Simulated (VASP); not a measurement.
A convergence study with VASP on BaS (rock salt): one setting is varied, all else stays as given below, so the limit is that of these other settings.

```yaml
crystal:
  lattice:
    - [0.00000, 3.19500, 3.19500]
    - [3.19500, 0.00000, 3.19500]
    - [3.19500, 3.19500, 0.00000]
  atoms:
    - { symbol: Ba, position: [0.00000, 0.00000, 0.00000] }
    - { symbol: S, position: [0.50000, 0.50000, 0.50000] }
```

Computed with PBE GGA, VASP's PBE PAW potentials (set 64) (plane waves; VASP). The tightest run used: 550 eV cut-off, 12×12×12 Monkhorst-Pack mesh, Gaussian smearing of 0.050 eV, potentials Ba_sv S.

Question: The settings run are 1×1×1 mesh; 2×2×2 mesh; 3×3×3 mesh; 4×4×4 mesh; 5×5×5 mesh; 6×6×6 mesh; 7×7×7 mesh; 8×8×8 mesh; 9×9×9 mesh; 10×10×10 mesh; 11×11×11 mesh; 12×12×12 mesh. From which on does the stress (every component) stay within 0.5 GPa of the tightest run?

Answer: From 3×3×3 mesh on: it is off by 0.22 there and by no more than 0.5 in any finer run, while 2×2×2 mesh is off by 0.75.
```
setting        E (eV/atom)  pressure (GPa)  irreducible k-points  difference judged (GPa)
-------------  -----------  --------------  --------------------  -----------------------
1×1×1 mesh         -2.0241           18.97                     1                    17.59
2×2×2 mesh         -5.1516            0.62                     2                     0.75
3×3×3 mesh         -5.0765            1.60                     4                     0.22
4×4×4 mesh         -5.0934            1.36                    10                     0.01
5×5×5 mesh         -5.0924            1.39                    10                     0.01
6×6×6 mesh         -5.0928            1.38                    28                     0.00
7×7×7 mesh         -5.0928            1.37                    20                     0.00
8×8×8 mesh         -5.0928            1.37                    60                     0.00
9×9×9 mesh         -5.0928            1.38                    35                     0.00
10×10×10 mesh      -5.0928            1.37                   110                     0.00
11×11×11 mesh      -5.0928            1.37                    56                     0.00
12×12×12 mesh      -5.0928            1.37                   182                     0.00
```

Left out are rungs that failed or repeat a setting and relaxations that didn't move; long series are thinned to 24 rows.

The compound is BaS in the rock salt structure. The cell was not relaxed at this level.
